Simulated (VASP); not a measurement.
An input for Quantum ESPRESSO's pw.x (written as the equivalent of a VASP run, and not itself run):

```
&CONTROL
  calculation = 'vc-relax'
  pseudo_dir = './pseudo'
  outdir = './out'
  tprnfor = .true.
  tstress = .true.
  nstep = 60
  forc_conv_thr = 0.00039
/
&SYSTEM
  ibrav = 0
  nat = 2
  ntyp = 2
  ecutwfc = 84
  occupations = 'smearing'
  smearing = 'gaussian'
  degauss = 0.003675
  input_dft = 'pbe'
/
&ELECTRONS
  conv_thr = 7.3e-08
  electron_maxstep = 100
/
&IONS
/
&CELL
/
ATOMIC_SPECIES
  K 39.098 K.upf
  F 18.998 F.upf
CELL_PARAMETERS angstrom
    -0.0000000    2.7089461    2.7089461
     2.7089461   -0.0000000    2.7089461
     2.7089461    2.7089461    0.0000000
ATOMIC_POSITIONS crystal
  K    0.0000000  0.0000000  0.0000000
  F    0.5000000  0.5000000  0.5000000
K_POINTS automatic
  8 8 8 0 0 0
```

### Question
Write the VASP files for the same calculation (PBE).

### Answer
One answer among several that fit: 
### INCAR
```
! general
SYSTEM = KF
PREC   = Accurate
ENCUT  = 520
LREAL  = F
LASPH  = T

! electronic loop
EDIFF  = 1E-6
NELM   = 100
ALGO   = Normal

! smearing
ISMEAR = 0
SIGMA  = 0.05

! functional
GGA    = PE

! ions
IBRION = 2
NSW    = 60
ISIF   = 3
EDIFFG = -0.01

! output
LWAVE  = F
LCHARG = F
```

KPOINTS:
```
Automatic mesh
0
Gamma
 8 8 8
0 0 0
```

POSCAR:
```
KF
1
   -0.0000000000     2.7089461445     2.7089461445
    2.7089461445    -0.0000000000     2.7089461445
    2.7089461445     2.7089461445     0.0000000000
K F
1 1
Direct
  0.0000000000   0.0000000000   0.0000000000
  0.5000000000   0.5000000000   0.5000000000
```

POTCAR, in this order: K_sv F (PBE.64 set). Program: vasp_std.

Limits of the translation: the potentials are each code's own (VASP's PAW set, PseudoDojo norm-conserving files in pw.x), so ENCUT and ecutwfc are chosen apart and not converted; conv_thr bounds pw.x's estimated SCF error, while EDIFF bounds the energy change between steps; forc_conv_thr acts on force components and is met together with etot_conv_thr.

The compound is KF in the rock salt structure. This run relaxes it. Symmetry was kept, so distortions that lower it aren't found. The start is the result of an earlier pass.
